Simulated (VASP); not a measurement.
Input:

```xyz
3
Lattice="2.5990 0.0000 0.0000 -1.2995 2.2508 0.0000 0.0000 0.0000 4.1927" Properties=species:S:1:pos:R:3 pbc="T T T"
Tc     0.0000     0.0000     0.0000
O      0.0000     1.5005     1.0566
O      1.2995     0.7503     3.1361
```

Calculation: PBE GGA, VASP's PBE PAW potentials (set 64) (plane waves; VASP). Run with 400 eV cut-off, 10×10×5 Γ-centred mesh, Gaussian smearing of 0.10 eV, potentials Tc_pv O.

At this cut-off the stress carries a Pulay error, which pulls relaxed volumes low.

**Question.** Predict the energy per atom (σ→0), pressure, largest force, band gap (on the k-mesh) with the smallest direct gap where there is one.

**Answer.** 
```json
{
  "band gap (on the k-mesh)": "none (metal, semimetal or under 0.01 eV)",
  "energy per atom (σ→0)": "-6.898 eV/atom",
  "pressure": "136.66 GPa",
  "largest_force": "8.084 eV/Å"
}
```

Total energies compare only between runs with the same potentials, cut-off and functional.

The structure was generated: TcO2 was put into an ordered model structure, which need not be its known phase. The cell was not relaxed at this level. The electron count is odd and the run is not spin-polarised, which forces a metal.
